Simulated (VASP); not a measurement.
Here is a VASP 6.6.1 calculation.

Contents of INCAR:

```
SYSTEM = ZrH6Pb2
PREC = Accurate ; ENCUT = 520
EDIFF = 1E-7 ; ISMEAR = 0
SIGMA = 0.1 ; LREAL = .FALSE.
LASPH = .TRUE. ; NELM = 100
ALGO = Normal ; ISIF = 2
LWAVE = .FALSE. ; LCHARG = .TRUE.
GGA = PE ; LELF = .TRUE.
LVHAR = .TRUE. ; NBANDS = 33
```

Contents of KPOINTS:

```
Automatic mesh
0
G
  4 4 4
  0 0 0
```

Contents of POSCAR:

```
ZrH6Pb2
1.0
    0.0000000000      3.8961886700      3.8961886700
    3.8961886700      0.0000000000      3.8961886700
    3.8961886700      3.8961886700      0.0000000000
Zr H Pb
1 6 2
Direct
    0.0000000000      0.0000000000      0.0000000000
    0.7632200000      0.2367800000      0.2367800000
    0.2367800000      0.7632200000      0.2367800000
    0.2367800000      0.7632200000      0.7632200000
    0.7632200000      0.2367800000      0.7632200000
    0.2367800000      0.2367800000      0.7632200000
    0.7632200000      0.7632200000      0.2367800000
    0.2500000000      0.2500000000      0.2500000000
    0.7500000000      0.7500000000      0.7500000000
```

Potentials or basis: VASP PAW PBE potentials, release 64 (Zr_sv, H, Pb_d).

The run is started by

```sh
$ cat potpaw_PBE.64/Zr_sv/POTCAR potpaw_PBE.64/H/POTCAR potpaw_PBE.64/Pb_d/POTCAR > POTCAR
$ mpirun -np 1 vasp_std > vasp.out
```

Question: Estimate the band gap on the k mesh.

Answer: None (metal or under the smearing width).

Question: Predict the pressure.

Answer: 5.1 GPa.

Question: Estimate the largest force.

Answer: 1.446 eV/Å.

Forces on the atoms (eV/Å):
```
Zr   0.000  0.000  0.000
H    1.446  0.000  0.000
H    0.000  1.446  0.000
H   -1.446  0.000  0.000
H    0.000 -1.446  0.000
H    0.000  0.000  1.446
H    0.000  0.000 -1.446
Pb   0.000  0.000  0.000
Pb   0.000  0.000  0.000
```

Caveat: forces of over 1 eV/Å show positions far from the minimum, so gaps and moduli don't describe the material at rest. Spin-orbit coupling is left out, which matters for the levels of Pb.
